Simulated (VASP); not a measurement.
# Zone-centre gap, electron mass and side valleys of InP (F-43m) under uniaxial [111] stress at TB-mBJ with spin-orbit coupling

Stretching a crystal of InP along [111] and squeezing it along the same axis change its volume in opposite senses, yet both narrow the direct gap. The problem is to explain this, and to find what happens to the electron mass and to the distance of the L and X valleys. These quantities set the emission wavelength of a strained layer, the mobility of its electrons and the field at which they transfer to heavier valleys. The levels are computed with TB-mBJ and spin-orbit coupling on cells relaxed with LDA, free of stress across the axis. Each energy is counted from the valence-band top at the zone centre of the same cell, and changes are taken against the unstrained crystal.

## Calculations

The start is a typed prototype cell. The crystal was relaxed with LDA. Strain is imposed along [111]; the strain across the axis is adjusted until the stress across it vanishes, and the atoms are relaxed with LDA. VASP 6.6.1, plane waves with PAW, cutoff 450 eV, no spin polarisation. Band edges are single points at TB-mBJ with spin-orbit coupling on these cells, k mesh 7×7×7, read on short lines of k points at the zone centre and through the valleys; energies are counted from the valence-band top at the zone centre. Masses are fitted within 0.05 1/Å of the zone centre. All levels use the PAW data sets made with LDA.

Notes on method and selection:

- A valley's energy from the valence-band top holds the shift of that top as well as the shift of the valley.
- The TB-mBJ parameter c is fixed anew from the density of each cell, so it changes along the series.
- Runs that did not converge, have known faults or may not be shown are not listed, and runs on Ansatz's PAW sets soft_1 and soft_2 are kept to separate tables.

Columns:

- strain (%): strain along the axis (tension positive).
- Γ level (eV): lowest conduction level at Γ.
- Δ valley (eV): lowest conduction level along Γ–X.
- L valley (eV): lowest conduction level at the L points.
- mass, axis (mₑ): electron mass at Γ along the axis.
- mass, across (mₑ): electron mass at Γ across the axis.

Input lines of one member:

```
PREC = Accurate
ENCUT = 450
EDIFF = 1E-06
NELM = 150
ISMEAR = 0
SIGMA = 0.02
LREAL = .FALSE.
ALGO = Normal
METAGGA = MBJ
LASPH = .TRUE.
LNONCOLLINEAR = .TRUE.
NBANDS = 28
GGA_COMPAT = .FALSE.
LSORBIT = .TRUE.
KPAR = 2
```

Command (options for logging and memory left out): `mpirun -np 2 vasp_ncl`

## Table of results

```
member  sign of the strain  strain (%)  Γ level (eV)  Δ valley (eV)  L valley (eV)  mass, axis (mₑ)  mass, across (mₑ)
−2 %    compression         −2.0        1.672         2.292          2.035          0.144            0.1248
−1.5 %  compression         −1.5        1.692         2.338          2.111          0.140            0.1255
−1 %    compression         −1.0        1.709         2.379          2.186          0.136            0.1259
−0.5 %  compression         −0.5        ?             ?              ?              ?                ?
0 %     compression         0.0         1.727         2.437          2.323          0.128            0.1280
0 %     tension             0.0         1.727         2.437          2.323          0.128            0.1280
+0.5 %  tension             0.5         1.698         2.427          2.285          0.124            0.1290
+1 %    tension             1.0         1.665         2.412          2.246          0.120            0.1297
+1.5 %  tension             1.5         ?             ?              ?              ?                ?
+2 %    tension             2.0         1.593         2.369          2.167          0.112            0.1304
```

Cells marked ? are withheld until the estimate has been made.

Least-squares fits to the members shown, with x = strain (%); R² and errors in the fitted variable (y, or ln y where the fit is in ln y):

```
y              sign of the strain  members  fit                      R²    rms residual  leave-one-out rms  the same for the mean of the others
Γ level (eV)   compression         4        y = 1.7303 + 0.026971 x  0.96  0.0041        0.012              0.027
Γ level (eV)   tension             4        y = 1.7298 − 0.067486 x  1.00  0.0024        0.0068             0.067
Δ valley (eV)  compression         4        y = 2.442 + 0.07166 x    0.99  0.0063        0.018              0.071
Δ valley (eV)  tension             4        y = 2.4416 − 0.034686 x  0.98  0.0040        0.012              0.035
```

## Interpretation

At 1 % strain the gap falls by 1.727 − 1.665 = 0.062 eV under tension but only by 1.727 − 1.709 = 0.018 eV under compression. Two effects explain the difference. The volume change narrows the gap under tension and widens it under compression. The shear splits the valence-band top, and the upper branch rises for either sign. Half the difference of the two falls, (0.062 − 0.018) / 2 = 0.022 eV, is roughly the volume part; their mean, (0.062 + 0.018) / 2 = 0.040 eV, is mainly the splitting. The splitting wins, so the gap falls on both sides, with a kink at zero strain.

The side valleys are best measured from the Γ conduction level, because the valence-band top then cancels. The L valley lies 2.323 − 1.727 = 0.596 eV above it without strain, 2.035 − 1.672 = 0.363 eV at −2 % and 2.167 − 1.593 = 0.574 eV at +2 %. By symmetry, [111] stress separates the L valley on the axis from the other three. Compression lowers the single one strongly; tension lowers the three, each by less. The volume change adds to this: expansion lowers Γ faster than L, which offsets much of the lowering under tension, while contraction brings L still closer to Γ. The X valleys (column Δ valley, whose lowest point lies at X itself) stay equivalent, and their distance from Γ grows from 2.292 − 1.672 = 0.620 eV at −2 % to 2.369 − 1.593 = 0.776 eV at +2 %. InP keeps its direct gap in every row shown.

The mass along the axis falls steadily with strain, by (0.144 − 0.112) / 4.0 = 0.008 mₑ per %, while the mass across it rises slightly. The usual rule, that a smaller gap to the valence states gives a lighter electron, predicts the opposite anisotropy: compression lifts the p state along the axis and should lighten motion along it. A possible cause is that [111] strain mixes p character into the s-like conduction state and so changes its coupling to the valence band. TB-mBJ is known to make electron masses too heavy, so the changes are more useful than the absolute masses.

## Blind estimate

Plain estimates from the members shown:

- +1.5 % (tension), fit at x = 1.5: 1.629 eV
- +1.5 % (tension), straight-line interpolation between +1 % and +2 %: w = (1.5 − 1.0) / (2.0 − 1.0) = 0.500, so 1.665 + 0.500 × (1.593 − 1.665) = 1.629 eV
- −0.5 % (compression), fit at x = −0.5: 1.717 eV
- −0.5 % (compression), straight-line interpolation between −1 % and 0 %: w = (−0.5 − (−1.0)) / (0.0 − (−1.0)) = 0.500, so 1.709 + 0.500 × (1.727 − 1.709) = 1.718 eV

Both missing gaps lie between computed neighbours, but the curve bends downward on each side, so a straight line between neighbours falls slightly low. A parabola through three points on the same side of zero corrects this without crossing the kink.

For +1.5 %, the slopes are (1.665 − 1.698) / 0.5 = −0.066 and (1.593 − 1.665) / 1.0 = −0.072 eV per %. The curvature term is (−0.072 + 0.066) / 1.5 = −0.004, and the correction is −0.004 × 0.5 × (−0.5) = +0.001 eV. The estimate is 1.629 + 0.001 = 1.630 eV.

For −0.5 %, the slopes are 0.018 between −1 % and zero and (1.709 − 1.692) / 0.5 = 0.034 between −1.5 % and −1 %. The curvature term is (0.018 − 0.034) / 1.5 = −0.0107, and the correction is −0.0107 × 0.5 × (−0.5) = +0.0027 eV. The estimate is 1.718 + 0.0027 = 1.721 eV. The stronger bend is expected here, since under compression the upper valence branch mixes with the split-off level and is pushed up further.

Tried on shown members, the parabola through the other three tension rows gives (8 × 1.698 + 1.593 − 3 × 1.727) / 6 = 1.666 eV at +1 % (table: 1.665), and that through the other three compression rows gives (8 × 1.692 + 1.727 − 3 × 1.672) / 6 = 1.708 eV at −1 % (table: 1.709). Misses of about 0.001 eV set the error bar for both estimates.

**Committed estimate, +1.5 % (tension): Γ level = 1.630 ± 0.001 eV.**  
**Committed estimate, −0.5 % (compression): Γ level = 1.721 ± 0.001 eV.**

## Check

```
member  sign of the strain  strain (%)  Γ level (eV)  Δ valley (eV)  L valley (eV)  mass, axis (mₑ)  mass, across (mₑ)
−0.5 %  compression         −0.5        1.723         2.414          2.260          0.132            0.1268
+1.5 %  tension             1.5         1.630         2.392          2.207          0.116            0.1300
```

```
member                estimate       Γ level (eV)  computed  estimate − computed  miss in error bars
+1.5 % (tension)      committed      1.630         1.630     0.000                0.0
+1.5 % (tension)      fit            1.629         1.630     −0.001
+1.5 % (tension)      interpolation  1.629         1.630     −0.001
−0.5 % (compression)  committed      1.721         1.723     −0.002               2.0
−0.5 % (compression)  fit            1.717         1.723     −0.006
−0.5 % (compression)  interpolation  1.718         1.723     −0.005
```

The estimate for +1.5 % agrees with the computed gap of 1.630 eV to the printed digit; both plain estimates are 0.001 eV low. At −0.5 % the estimate of 1.721 eV is 0.002 eV too low, which is two error bars and so outside. It still comes nearer than the interpolation (0.005 eV low) and the fit (0.006 eV low).

The argument for a downward bend on each side held. The assumption that one parabola describes the whole compression side failed. From zero to −2 % the gap falls by 0.004, 0.014, 0.017 and 0.020 eV per half per cent, so the slope changes most near zero. This fits the mixing of the upper valence branch with the split-off level, which sets in while the strain splitting is still smaller than the spin-orbit splitting. The trial at −1 % did not probe that region, and the error bar taken from it was too small.

The mixing also affects the earlier division at 1 % strain, which gave 0.022 eV per % for the volume part. At 0.5 %, where mixing matters less, half the difference of the two falls is (0.029 − 0.004) / 2 = 0.0125 eV, or 0.0125 / 0.5 = 0.025 eV per %.

## Exceptions

Least-squares fits to the whole series, with x = strain (%); R² and errors in the fitted variable (y, or ln y where the fit is in ln y):

```
y              sign of the strain  members  fit                      R²    rms residual  leave-one-out rms  the same for the mean of the others
Γ level (eV)   compression         5        y = 1.733 + 0.02820 x    0.96  0.0043        0.0090             0.026
Γ level (eV)   tension             5        y = 1.7298 − 0.067200 x  1.00  0.0022        0.0045             0.059
Δ valley (eV)  compression         5        y = 2.445 + 0.07320 x    0.99  0.0063        0.013              0.065
Δ valley (eV)  tension             5        y = 2.4416 − 0.034200 x  0.98  0.0037        0.0077             0.031
```

Largest departures from the fit to the whole series:

```
member  sign of the strain  Γ level (eV)  fit    computed − fit  in rms residuals
0 %     compression         1.727         1.733  −0.006          1.4
0 %     tension             1.727         1.730  −0.003          1.3
+1 %    tension             1.665         1.663  +0.002          1.1
+2 %    tension             1.593         1.595  −0.002          1.1
```

No row stands out: the largest departure is −0.006 eV, for the unstrained crystal on the compression line, or 1.4 rms residuals. On both sides the end rows lie below the line and the middle rows above it, as expected when a straight line is laid through a curve that bends downward.

## Conclusions and limits

Between −2 % and +2 % the gap is largest in the unstrained row and falls for either sign of strain, faster under tension. The lowest side valley is L in every row, at least 0.363 eV above the Γ conduction level; compression brings it closer, which by itself favours transfer at a lower field. The mass along the axis falls by 0.008 mₑ per % from compression to tension, which by itself favours mobility along the axis under tension.

A missing gap inside either side can be interpolated with a parabola to about 0.002 eV, provided the points do not straddle zero strain.

For an emitter, the wavelength at the gap grows by a factor of 1.727 / 1.665 = 1.037 at +1 %, but only 1.727 / 1.709 = 1.011 at −1 %.

The absolute gap of the unstrained crystal is too wide by roughly 0.3 eV against low-temperature measurement, more than the 1.727 − 1.593 = 0.134 eV spread of the table; the slightly small LDA cell contributes to this. Temperature is left out as well: warming from low temperature to room temperature lowers the gap by roughly 0.07 eV, less than that spread, and zero-point motion lowers it further.

[Logs are printed without paths, hosts, clocks, repeated set-up lines and the standing remarks that a program may print on its own settings, such as how far it seeks lower states.]
